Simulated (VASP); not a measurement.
# Bi: which input changes matter, part 3 of 3

Which changes to a sound input spoil a run on Bi, which are harmless, and which give a warning? All runs use LDA. This is not the structure that Bi takes at ambient conditions. The start is a computed cell from the Materials Project.

VASP 6.6.1; LDA; plane waves and PAW (Bi_d).

Still holding for the runs below: This run has no spin polarisation. Its electron count is odd, so without a moment it is a metal by construction. The k-mesh is coarse for a metal.

So far. Step 3 (Total energy, forces and stress (LDA) with a changed …): Against the reference run the energy at zero smearing moves by -0.72 meV an atom and the pressure by -0.07 GPa. Step 8 (A single point (LDA) with a changed input, try 3): Against the reference run the energy at zero smearing moves by -0.00 meV an atom and the pressure by -0.02 GPa.

The starting crystal is not the ambient structure of Bi (space group No. 166); it is a model or a phase of other conditions.

### 9. Full relaxation (LDA)

The start need not lie at this functional's minimum. ISIF = 3 frees volume, shape and positions, and EDIFFG sets the threshold on forces and stress at which the search stops.

INCAR

```
SYSTEM = Bi
PREC = Accurate
ENCUT = 400
EDIFF = 1E-06
NELM = 100
ISMEAR = -1
SIGMA = 0.05
LREAL = .FALSE.
ALGO = Normal
GGA = CA
NBANDS = 13
LORBIT = 11
LWAVE = .FALSE.
LCHARG = .FALSE.
KPAR = 2
IBRION = 2
NSW = 60
ISIF = 3
EDIFFG = -0.01
```

POSCAR

```
Bi
1.0
   -1.9814305318      1.9814305318      1.9814305318
    1.9814305318     -1.9814305318      1.9814305318
    1.9814305318      1.9814305318     -1.9814305318
Bi
1
Direct
    0.0000000000      0.0000000000      0.0000000000
```

KPOINTS

```
Automatic mesh
0
Gamma
8 8 8
0 0 0
```

The projector-augmented-wave data sets are Bi_d (LDA family, release 64).

On the command line:

```bash
$ mpirun -np 2 vasp_std
```

What it wrote:

```text
[... set-up lines as in an earlier step ...]
 entering main loop
       N       E                     dE             d eps       ncg     rms          rms(c)
[... 10 cycles as in an earlier step ...]
   1 F= -.44235221E+01 E0= -.44202726E+01  d E =-.442352E+01
 curvature:   0.00 expect dE= 0.000E+00 dE for cont linesearch  0.000E+00
 trial: gam= 0.00000 g(F)=  0.938E-61 g(S)=  0.669E-01 ort = 0.000E+00 (trialstep = 0.100E+01)
 search vector abs. value=  0.669E-01
 bond charge predicted
       N       E                     dE             d eps       ncg     rms          rms(c)
DAV:   1    -0.634751597652E+01   -0.19240E+01   -0.40505E+01   939   0.105E+02    0.746E+00
DAV:   2    -0.468537006614E+01    0.16621E+01   -0.25308E+00   909   0.323E+01    0.278E+00
DAV:   3    -0.442867286904E+01    0.25670E+00   -0.89242E-01  1166   0.174E+01    0.265E-01
DAV:   4    -0.443187247335E+01   -0.31996E-02   -0.16464E-02   799   0.127E+00    0.155E-01
DAV:   5    -0.443458608713E+01   -0.27136E-02   -0.92609E-03   864   0.915E-01    0.727E-02
DAV:   6    -0.443430684452E+01    0.27924E-03   -0.77932E-04   839   0.361E-01    0.200E-02
DAV:   7    -0.443433679790E+01   -0.29953E-04   -0.81867E-05   874   0.513E-02    0.394E-03
DAV:   8    -0.443433686369E+01   -0.65795E-07   -0.27775E-06   905   0.144E-02
   2 F= -.44343369E+01 E0= -.44314725E+01  d E =-.108148E-01
 trial-energy change:   -0.010815  1 .order   -0.008221   -0.066946    0.050504
 step:   0.6018(harm=  0.5700)  dis= 0.00000  next Energy=    -4.444230 (dE=-0.207E-01)
 bond charge predicted
       N       E                     dE             d eps       ncg     rms          rms(c)
DAV:   1    -0.473755433041E+01   -0.30322E+00   -0.73469E+00   949   0.524E+01    0.287E+00
DAV:   2    -0.448779676805E+01    0.24976E+00   -0.40517E-01   929   0.117E+01    0.113E+00
DAV:   3    -0.444404423692E+01    0.43753E-01   -0.17611E-01  1217   0.712E+00    0.128E-01
DAV:   4    -0.444429005648E+01   -0.24582E-03   -0.29128E-03   849   0.601E-01    0.713E-02
DAV:   5    -0.444457804429E+01   -0.28799E-03   -0.16511E-03   839   0.358E-01    0.285E-02
DAV:   6    -0.444450916223E+01    0.68882E-04   -0.18915E-04   864   0.168E-01    0.693E-03
DAV:   7    -0.444450985958E+01   -0.69735E-06   -0.19261E-05   874   0.262E-02    0.128E-03
DAV:   8    -0.444450976429E+01    0.95293E-07   -0.70020E-07   553   0.793E-03
   3 F= -.44445098E+01 E0= -.44415118E+01  d E =-.209877E-01
 curvature:  -0.28 expect dE=-0.999E-07 dE for cont linesearch -0.999E-07
 trial: gam=-0.00229 g(F)=  0.469E-63 g(S)=  0.353E-06 ort = 0.154E-03 (trialstep = 0.920E+00)
 search vector abs. value=  0.102E-09
 reached required accuracy - stopping structural energy minimisation
```

It took 14 s on 2 MPI ranks of AMD EPYC 7R43, shared host; peak memory 0.19 GiB; 26 s of CPU time.

OUTCAR, selected parts (step 9):

```text
   NELECT =      15.0000    total number of electrons

 E-fermi :   8.4546

 k-point     1 :       0.0000    0.0000    0.0000
  band No.  band energies     occupation
    ...
      2     -14.5851      2.00000
      3     -14.5851      2.00000
      4     -14.4256      2.00000
      5     -14.4256      2.00000
      6      -5.5199      2.00000
      7      13.9349      0.00000
      8      13.9349      0.00000
      9      13.9349      0.00000
     10      18.4778      0.00000
     11      18.9751      0.00000
    ...

  Total       -0.0015607     -0.0015607     -0.0015607      0.0000000      0.0000000     -0.0000000
  in kB       -0.0853153     -0.0853153     -0.0853153      0.0000000      0.0000000     -0.0000000
  external PRESSURE =      -0.0853153 kB  Pullay stress =       0.0000000 kB

 POSITION                                       TOTAL-FORCE (eV/Angst)
 -----------------------------------------------------------------------------------
      0.00000     -0.00000      0.00000         0.000000      0.000000      0.000000
 -----------------------------------------------------------------------------------
    total drift:                               -0.000000     -0.000000      0.000000

  FREE ENERGIE OF THE ION-ELECTRON SYSTEM (eV)
  ---------------------------------------------------
  free  energy   TOTEN  =        -4.4445097643 eV

  energy  without entropy=       -4.4385138788  energy(sigma->0) =       -4.44151182

[... 8 parts as in an earlier step ...]

[... 10 further parts left out ...]
```

The run keeps the 48 symmetry operations of its start, so it cannot find a distortion of lower symmetry.

Relaxation path:

| step | energy less that of the first step (eV) | largest force (eV/Å) | pressure (GPa) | volume (Å³) |
| --- | --- | --- | --- | --- |
| 1 | 0.0000 | 0.0000 | -3.50 | 31.12 |
| 2 | -0.0108 | 0.0000 | 2.92 | 28.15 |
| 3 | -0.0210 | 0.0000 | -0.01 | 29.31 |

| conventional cell, symmetrised | before | after | change |
| --- | --- | --- | --- |
| a (Å) | 3.963 | 3.885 | -2.0 % |
| b (Å) | 3.963 | 3.885 | -2.0 % |
| c (Å) | 3.963 | 3.885 | -2.0 % |
| volume (Å³/atom) | 31.12 | 29.31 | -5.8 % |

The relaxed structure:

```cif
data_structure
_symmetry_space_group_name_H-M 'P 1'
_symmetry_Int_Tables_number 1
_cell_length_a 3.3642
_cell_length_b 3.3642
_cell_length_c 3.3642
_cell_angle_alpha 109.471
_cell_angle_beta 109.471
_cell_angle_gamma 109.471
_cell_volume 29.31
loop_
_atom_site_label
_atom_site_type_symbol
_atom_site_fract_x
_atom_site_fract_y
_atom_site_fract_z
_atom_site_occupancy
Bi1 Bi 0.00000 0.00000 0.00000 1
```

This step gave:

* free energy (TOTEN): -4.445 eV
* energy at zero smearing: -4.442 eV
* Fermi energy: 8.455 eV
* pressure: -0.008532 GPa
* SCF cycles over all ionic steps: 26

It ends with forces that vanish by symmetry and a pressure of -0.01 GPa.

### 10. Side by side

| changed | job | ended | energy (meV/atom) | pressure (GPa) | volume (%) |
| --- | --- | --- | --- | --- | --- |
| ISMEAR = 1, SIGMA = 0.2 | single point | converged | -0.72 | -0.07 | - |
| k = 1×1×1 | single point | converged | +16624.75 | +94.54 | - |
| ISMEAR = 0, SIGMA = 0.3 | single point | converged | +1.05 | +0.24 | - |
| ENCUT = 250 | relaxation | converged | - | - | -0.1 |
| ENCUT = 180, PREC = Normal | relaxation | crashed | - | - | - |
| ALGO = Fast, NELMDL = -8, EDIFF = 1e-08 | single point | converged, with a warning or advice | -0.00 | -0.02 | - |

### 11. Outcome

* ISMEAR = 1, SIGMA = 0.2 (single point): converged, -0.72 meV/atom
* k = 1×1×1 (single point): converged, +16624.75 meV/atom
* ISMEAR = 0, SIGMA = 0.3 (single point): converged, +1.05 meV/atom
* ENCUT = 250 (relaxation): converged, volume -0.1 %
* ENCUT = 180, PREC = Normal (relaxation): crashed
* ALGO = Fast, NELMDL = -8, EDIFF = 1e-08 (single point): converged, with a warning or advice, -0.00 meV/atom

Changes that show themselves, by a stop, a warning or no convergence: ENCUT = 180, PREC = Normal; ALGO = Fast, NELMDL = -8, EDIFF = 1e-08 (where several settings stand together, the step names the one at fault, if it is known). Changes that converge quietly and move the result by over 10 meV an atom or 1 % in volume: k = 1×1×1. Changes with no effect beyond 1 meV an atom and 0.1 GPa here: ISMEAR = 1, SIGMA = 0.2; ALGO = Fast, NELMDL = -8, EDIFF = 1e-08. Differences of single points are from the reference run, and of volumes from the sound relaxation. The k-sampling is coarse for a metal, so the Fermi level, pressures and the shape of the cell carry errors.

[Lines on the potential files, build, host, timing and source positions are cut from VASP's logs without a mark.]

[Logs are printed without paths, hosts, clocks, repeated set-up lines and the standing remarks that a program may print on its own settings, such as how far it seeks lower states.]

[Hosts, paths, dates, database ids (printed as entryN), source tags and the programs' standing remarks are cut or masked in the printed files.]

[A measured line is paired with the nearest computed mode of its activity, which favours agreement.]

[In band tables of VASP the shares of atoms and orbitals are scaled to a sum of 1 inside the atoms' spheres.]
